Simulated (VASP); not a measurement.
```
GaN
1.0
    1.54000    -2.66735     0.00000
    1.54000     2.66735     0.00000
    0.00000     0.00000     5.01782
Ga N
2 2
Direct
  0.66667   0.33333   0.50030
  0.33333   0.66667   0.00030
  0.66667   0.33333   0.87670
  0.33333   0.66667   0.37670
```

Level of theory: PBE GGA, VASP's PBE PAW potentials (set 64) (plane waves; VASP 6.6.1). Numerical set-up: 600 eV cut-off, 8×8×4 Γ-centred mesh, Gaussian smearing of 0.050 eV, potentials Ga_d N.

Q: What does the run give for the energy per atom (σ→0), pressure?

A: 
```json
{
  "energy per atom (σ→0)": "-5.960 eV/atom",
  "pressure": "30.01 GPa"
}
```

Only differences to runs with the same potentials and settings are physical.

The compound is GaN in the wurtzite structure. It was relaxed first under an external pressure of 30 GPa.
